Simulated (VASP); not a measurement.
Input:

```
AlGa3Sb4
1.0
   -0.00037     6.12578     6.11853
    6.12578    -0.00037     6.11853
    3.06270     3.06270     0.00000
Ga Sb Al
3 4 1
Cartesian
  6.12541   6.12541  12.23637
  6.12613   9.18739   9.17819
  9.18739   6.12613   9.17819
  1.53135   1.53135   1.52929
  4.59931   1.52610   4.58336
  1.52610   4.59931   4.58336
  4.59406   4.59406   7.65749
  6.12541   6.12541   6.12052
```

All values below come from PBEsol GGA, VASP's PBE PAW potentials (set 64) (plane waves; VASP). Numerical set-up: 400 eV cut-off, Gaussian smearing of 0.050 eV, potentials Ga_d Sb Al.

Unless said otherwise, spin-orbit coupling is left out, though it shifts the bands of the heavy elements here.

Problem. Give the energies of bands 23 to 36 at the high-symmetry points, in eV from the valence-band maximum.

Solution. 
| band | Γ | Y | C0 | Z | A0 | T | S | R |
|---|---|---|---|---|---|---|---|---|
| 23 | -2.50 | -3.59 | -3.83 | -4.92 | -5.59 | -5.73 | -3.68 | -5.30 |
| 24 | -2.49 | -3.13 | -3.60 | -3.33 | -2.60 | -2.49 | -3.05 | -3.05 |
| 25 | -1.11 | -3.13 | -2.32 | -3.28 | -2.59 | -2.49 | -2.97 | -3.05 |
| 26 | -1.10 | -1.66 | -1.77 | -3.14 | -2.52 | -2.49 | -1.95 | -3.03 |
| 27 | -1.09 | -1.65 | -1.74 | -3.13 | -2.49 | -2.48 | -1.90 | -2.93 |
| 28 | -1.07 | -1.57 | -1.70 | -3.06 | -2.01 | -1.11 | -0.71 | -1.95 |
| 29 | -0.01 | -1.56 | -1.58 | -3.06 | -1.93 | -1.10 | -0.70 | -1.92 |
| 30 | 0.00 | -1.17 | -1.50 | -1.17 | -1.30 | -1.09 | -0.62 | -1.90 |
| 31 | 0.00 | -1.16 | -0.66 | -1.17 | -1.27 | -1.07 | -0.61 | -1.88 |
| 32 | 0.18 | 1.19 | 1.62 | 2.02 | 1.06 | 0.38 | 0.82 | 1.43 |
| 33 | 0.39 | 1.37 | 1.74 | 2.12 | 1.19 | 0.61 | 1.08 | 1.59 |
| 34 | 0.70 | 2.02 | 1.81 | 3.76 | 1.29 | 0.81 | 1.58 | 1.62 |
| 35 | 1.15 | 2.18 | 2.17 | 4.00 | 1.56 | 1.15 | 1.73 | 1.85 |
| 36 | 1.31 | 2.73 | 2.94 | 4.07 | 1.58 | 1.15 | 3.63 | 3.87 |

The gap is direct, 0.18 eV, from the valence maximum at Γ to the conduction minimum at Γ.

The structure was generated: AlGa3Sb4 was put into an ordered model structure (Amm2), which need not be its known phase. It was relaxed first.
